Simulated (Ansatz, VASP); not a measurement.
**Two plane-wave programs on AlSiO2**

```
Al Si O
1.0
     2.68051    0.00000    0.00000
    -1.34026    2.32139    0.00000
     0.00000    0.00000   10.79999
Al Si O
1 1 2
Direct
  0.00000 0.00000 0.50000
  0.00000 0.00000 0.00000
  0.66667 0.33333 0.08518
  0.33333 0.66667 0.91482
```

Alike in both runs: functional PBE; k mesh 6 × 6 × 4; occupations gaussian, width 0.1 eV; no spin polarisation.

Ansatz relaxed the structure, and its values are those at the end. VASP's run is a single point on that final structure, the one shown.

```csv
,VASP,Ansatz
version,VASP 6.6.1,Ansatz 0.2.0
potentials or method,"VASP PAW PBE potentials, release 64 (Al, Si, O)","scalar-relativistic, plane waves, PAW"
plane-wave cutoff (eV),520,420
valence electrons in the cell,19,19
```

```csv
,VASP,Ansatz,Ansatz less VASP
gap on the k mesh at the Fermi level (eV),none,none,-
pressure (GPa),0.3,0.1,-0.20
rms of the force components (eV/Å),0.011,0.005,-0.0061
```

A gap of «none» marks a metal or a gap that the smearing closes.

Caveats: the k mesh is coarse (spacing up to 0.45 Å⁻¹), so the values aren't converged; an odd number of electrons without spin polarisation forces a metal; a magnetic or distorted state may lie lower.
